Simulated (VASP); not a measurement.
# Cr2CoF4 (Fd-3m) in VASP: single point with LDA

Aim: the single point of Cr2CoF4 with LDA.

All numbers are computed with VASP 6.6.1; they aren't measurements. Logs are shortened: lines on timing, memory, paths and dates and some standing lists are left out, and cuts for length are marked.

### 1 The crystal as given

It takes space group Fd-3m (No. 227, cubic). The conventional cell has a = 8.695 Å, b = 8.695 Å, c = 8.695 Å, α = 90.00°, β = 90.00°, γ = 90.00°. Co (site symmetry -43m) has 4 F at 2.05 Å as nearest neighbours. Cr (site symmetry -3m) is surrounded by 6 F at 2.08 Å. Around F (site symmetry 3m) lie 1 Co at 2.05 Å and 3 Cr at 2.08 Å.

The cell was built by a generator and needn't be a form met in nature.

### 2 Single point, LDA

Input file INCAR:

```
SYSTEM = Cr2CoF4
PREC     = Accurate       ! precision mode
ENCUT    = 520            ! plane-wave cutoff, eV
EDIFF    = 1E-6           ! SCF threshold, eV
ISMEAR   = -1             ! smearing method
SIGMA    = 0.1            ! smearing width, eV
LREAL    = .FALSE.        ! projectors in reciprocal space
LASPH    = .TRUE.         ! aspherical terms in the spheres
NELM     = 100            ! most SCF steps
ALGO     = Fast           ! electronic algorithm
ISIF     = 2              ! what is computed and relaxed
LWAVE    = .FALSE.        ! write WAVECAR
LCHARG   = .TRUE.         ! write CHGCAR
LELF     = .TRUE.         ! ELF
LVHAR    = .TRUE.       
NBANDS   = 74             ! bands
```

Input file KPOINTS:

```
Automatic mesh
0
G
  7 7 7
  0 0 0
```

Input file POSCAR:

```
Cr2CoF4
1.0
    0.0000000000      4.3476012800      4.3476012800
    4.3476012800      0.0000000000      4.3476012800
    4.3476012800      4.3476012800      0.0000000000
Co Cr F
2 4 8
Direct
    0.1250000000      0.1250000000      0.1250000000
    0.8750000000      0.8750000000      0.8750000000
    0.5000000000      0.5000000000      0.5000000000
    0.0000000000      0.5000000000      0.5000000000
    0.5000000000      0.5000000000      0.0000000000
    0.5000000000      0.0000000000      0.5000000000
    0.2610000000      0.2610000000      0.2610000000
    0.2830000000      0.7390000000      0.7390000000
    0.2610000000      0.2610000000      0.7170000000
    0.7390000000      0.2830000000      0.7390000000
    0.7170000000      0.2610000000      0.2610000000
    0.7390000000      0.7390000000      0.7390000000
    0.2610000000      0.7170000000      0.2610000000
    0.7390000000      0.7390000000      0.2830000000
```

Potentials or basis: VASP PAW LDA potentials, release 64 (Co, Cr_pv, F).

Launch:

```
> cat potpaw_LDA.64/Co/POTCAR potpaw_LDA.64/Cr_pv/POTCAR potpaw_LDA.64/F/POTCAR > POTCAR
> mpirun -np 1 vasp_std > vasp.out
```

OUTCAR:

```text
SYSTEM = Cr2CoF4
   PREC = Accurate
   ENCUT = 520
   EDIFF = 1E-6
   ISMEAR = -1
   LREAL = .FALSE.
   LASPH = .TRUE.
   NELM = 100
   ISIF = 2

 ion  position               nearest neighbor table
   1  0.125  0.125  0.125-   9 2.05  11 2.05  13 2.05   7 2.05
   2  0.875  0.875  0.875-   8 2.05  10 2.05  14 2.05  12 2.05
   3  0.500  0.500  0.500-   8 2.08   9 2.08  10 2.08  11 2.08  13 2.08  14 2.08   4 3.07   5 3.07
                             6 3.07   5 3.07   6 3.07   4 3.07
   4  0.000  0.500  0.500-   7 2.08  12 2.08  10 2.08   9 2.08  13 2.08  14 2.08   3 3.07   5 3.07
                             6 3.07   3 3.07   5 3.07   6 3.07
   5  0.500  0.500  0.000-   7 2.08  12 2.08  10 2.08  11 2.08   8 2.08  13 2.08   3 3.07   3 3.07
                             4 3.07   6 3.07   6 3.07   4 3.07
   6  0.500  0.000  0.500-   7 2.08  12 2.08   9 2.08  11 2.08   8 2.08  14 2.08   3 3.07   5 3.07
                             3 3.07   4 3.07   5 3.07   4 3.07
   7  0.261  0.261  0.261-   1 2.05   5 2.08   4 2.08   6 2.08
   8  0.283  0.739  0.739-   2 2.05   3 2.08   5 2.08   6 2.08
   9  0.261  0.261  0.717-   1 2.05   3 2.08   4 2.08   6 2.08
  10  0.739  0.283  0.739-   2 2.05   3 2.08   4 2.08   5 2.08
  11  0.717  0.261  0.261-   1 2.05   3 2.08   5 2.08   6 2.08
  12  0.739  0.739  0.739-   2 2.05   5 2.08   4 2.08   6 2.08
  13  0.261  0.717  0.261-   1 2.05   3 2.08   4 2.08   5 2.08
  14  0.739  0.739  0.283-   2 2.05   3 2.08   4 2.08   6 2.08

  LATTYP: Found a face centered cubic cell.
 ALAT       =     8.6952025600

  Lattice vectors:

 A1 = (   0.0000000000,   4.3476012800,   4.3476012800)
 A2 = (   4.3476012800,   0.0000000000,   4.3476012800)
 A3 = (   4.3476012800,   4.3476012800,   0.0000000000)

Analysis of symmetry for initial positions (statically):
=====================================================================
 Subroutine PRICEL returns:
 Original cell was already a primitive cell.

 Routine SETGRP: Setting up the symmetry group for a
 face centered cubic supercell.

 Subroutine GETGRP returns: Found 48 space group operations
 (whereof 12 operations were pure point group operations)
 out of a pool of 48 trial point group operations.

The static configuration has the point symmetry D_3d.
 The point group associated with its full space group is O_h .

Analysis of symmetry for dynamics (positions and initial velocities):
=====================================================================
 Subroutine PRICEL returns:
 Original cell was already a primitive cell.

 Routine SETGRP: Setting up the symmetry group for a
 face centered cubic supercell.

 Subroutine GETGRP returns: Found 48 space group operations
 (whereof 12 operations were pure point group operations)
 out of a pool of 48 trial point group operations.
[... 143 lines left out ...]
  Fermi-wavevector in a.u.,A,eV,Ry     =   1.482296  2.801134 29.894758  2.197203
  Thomas-Fermi vector in A             =   2.596100
   LORBIT       =      0    0 simple, 1 ext, 2 COOP (PROOUT), +10 PAW based schemes
   GGA     = CA    functional components
   LHFCALC =     F    Hartree Fock is set to
   AEXX    =    0.0000 exact exchange contribution
   IVDW    =     0    specifies the selected vdW correction
   LEPSILON=     F    determine dielectric tensor
   LRPA    =     F    only Hartree local field effects (RPA)
 non-spin polarized calculation
 RMM-DIIS sequential band-by-band and
  energy-cutoff  :      520.00
  volume of cell :      164.35
 maximum number of plane-waves:      4477
 NGX is ok and might be reduce to    48
   NGX = 23   NGY = 23   NGZ = 23

 number of electron     121.9999984 magnetization

 Free energy of the ion-electron system (eV)
  ---------------------------------------------------
  ext. energy  EPLUGINS =         0.00000000
  ---------------------------------------------------
  free energy    TOTEN  =       -85.25944626 eV

  energy without entropy =      -84.14312981  energy(sigma->0) =      -84.70128803

 E-fermi :   6.1622     XC(G=0): -11.5397

 val. band max:        6.1552464327   @ k =  -0.4286   0.4286   0.1429
 cond. band min:       6.1633490568   @ k =  -0.4286   0.4286   0.0000
 fundamental gap:      0.0081026242
 Fermi energy:         6.1621756020

 k-point     1 :       0.0000    0.0000    0.0000
  band No.  band energies     occupation
      1     -37.0865      2.00000
      2     -36.9724      2.00000
      3     -36.9724      2.00000
      4     -36.9724      2.00000
      5     -36.9031      2.00000
      6     -36.9031      2.00000
[... 1509 lines left out ...]
     72       7.0942      0.00018
     73       7.1577      0.00009
 [bands above 73 left out]

------------------------ aborting loop because EDIFF is reached ----------------------------------------

  FORCE on cell =-STRESS in cart. coord.  units (eV):
  Direction    XX          YY          ZZ          XY          YZ          ZX
  --------------------------------------------------------------------------------------
  -------------------------------------------------------------------------------------
  Total      -10.5195794    -10.5195794    -10.5195794     -0.0000000      0.0000000     -0.0000000
  in kB     -102.5486240   -102.5486240   -102.5486240     -0.0000000      0.0000000     -0.0000000
  external PRESSURE =    -102.5486240 kB  Pullay stress =       0.0000000 kB

 VOLUME and BASIS-vectors are now :
 -----------------------------------------------------------------------------
  energy-cutoff  :      520.00
  volume of cell :      164.35
      direct lattice vectors                 reciprocal lattice vectors
     0.000000000  4.347601280  4.347601280    -0.115005946  0.115005946  0.115005946
     4.347601280  0.000000000  4.347601280     0.115005946 -0.115005946  0.115005946
     4.347601280  4.347601280  0.000000000     0.115005946  0.115005946 -0.115005946

 POSITION                                       TOTAL-FORCE (eV/Angst)
 -----------------------------------------------------------------------------------
      1.08690      1.08690      1.08690        -0.000000     -0.000000      0.000000
      7.60830      7.60830      7.60830        -0.000000     -0.000000      0.000000
      4.34760      4.34760      4.34760        -0.000000     -0.000000      0.000000
      4.34760      2.17380      2.17380        -0.000000     -0.000000      0.000000
      2.17380      2.17380      4.34760        -0.000000     -0.000000      0.000000
      2.17380      4.34760      2.17380        -0.000000     -0.000000      0.000000
      2.26945      2.26945      2.26945         0.076957      0.076957      0.076957
      6.42575      4.44325      4.44325        -0.076957      0.076957      0.076957
      4.25195      4.25195      2.26945        -0.076957     -0.076957      0.076957
      4.44325      6.42575      4.44325         0.076957     -0.076957      0.076957
      2.26945      4.25195      4.25195         0.076957     -0.076957     -0.076957
      6.42575      6.42575      6.42575        -0.076957     -0.076957     -0.076957
      4.25195      2.26945      4.25195        -0.076957      0.076957     -0.076957
      4.44325      4.44325      6.42575         0.076957      0.076957     -0.076957
 -----------------------------------------------------------------------------------
    total drift:                                0.000000      0.000000      0.000000

  FREE ENERGIE OF THE ION-ELECTRON SYSTEM (eV)
  ---------------------------------------------------
  free  energy   TOTEN  =       -85.2594462636 eV

  energy  without entropy=      -84.1431298060  energy(sigma->0) =      -84.70128803
```

OSZICAR:

```text
N       E                     dE             d eps       ncg     rms          rms(c)
DAV:   1     0.179272541952E+04    0.17927E+04   -0.64091E+04  2992   0.191E+03
DAV:   2     0.187873771001E+03   -0.16049E+04   -0.15200E+04  3050   0.565E+02
DAV:   3    -0.756837178589E+02   -0.26356E+03   -0.25037E+03  3222   0.234E+02
[... 46 lines left out ...]
RMM:  50    -0.852594412542E+02   -0.17812E-05   -0.18148E-05  1394   0.251E-03    0.716E-04
RMM:  51    -0.852594428429E+02   -0.15888E-05   -0.16180E-05  1445   0.236E-03    0.961E-04
RMM:  52    -0.852594441261E+02   -0.12832E-05   -0.13117E-05  1447   0.221E-03    0.682E-04
RMM:  53    -0.852594453152E+02   -0.11891E-05   -0.12106E-05  1301   0.204E-03    0.621E-04
RMM:  54    -0.852594462636E+02   -0.94844E-06   -0.96913E-06  1265   0.192E-03
   1 F= -.85259446E+02 E0= -.84701288E+02  d E =-.111632E+01
```

stdout:

```text
POSCAR found type information on POSCAR CoCrF
 POSCAR found :  3 types and      14 ions
 scaLAPACK will be used
 LDA part: xc-table for (Slater(with rela. corr.)+CA(PZ))
 , standard interpolation
 POSCAR, INCAR and KPOINTS ok, starting setup
 FFT: planning ... GRIDC
 FFT: planning ... GRID_SOFT
 FFT: planning ... GRID
 WAVECAR not read
 entering main loop
WARNING in EDDRMM: call to ZHEGV failed, returncode =   8  4     69
WARNING in EDDRMM: call to ZHEGV failed, returncode =   8  4     72
WARNING in EDDRMM: call to ZHEGV failed, returncode =   6  3     68
WARNING in EDDRMM: call to ZHEGV failed, returncode =   8  4     68
```

It took 15 min on 1 thread of AMD EPYC 9R45 (Zen 5), shared host; peak memory 0.34 GiB.

What came out:

- Free energy: -85.2594 eV
- Pressure: -10.3 GPa
- Largest force: 0.133 eV/Å
- Band gap on the k mesh: none (metal or under the smearing width)

Forces in eV/Å, atoms in the order of the input:
```
Co   0.000  0.000  0.000
Co   0.000  0.000  0.000
Cr   0.000  0.000  0.000
Cr   0.000  0.000  0.000
Cr   0.000  0.000  0.000
Cr   0.000  0.000  0.000
F    0.077  0.077  0.077
F   -0.077  0.077  0.077
F   -0.077 -0.077  0.077
F    0.077 -0.077  0.077
F    0.077 -0.077 -0.077
F   -0.077 -0.077 -0.077
F   -0.077  0.077 -0.077
F    0.077  0.077 -0.077
```

Caveat: the run has no spin polarisation, though such a crystal can be magnetic; semilocal functionals often make such compounds metallic where correlation or magnetic order opens a gap, which also shifts bond lengths. With open d or f shells a metallic result of LDA can be an artefact of self-interaction; +U or a hybrid may open a gap.
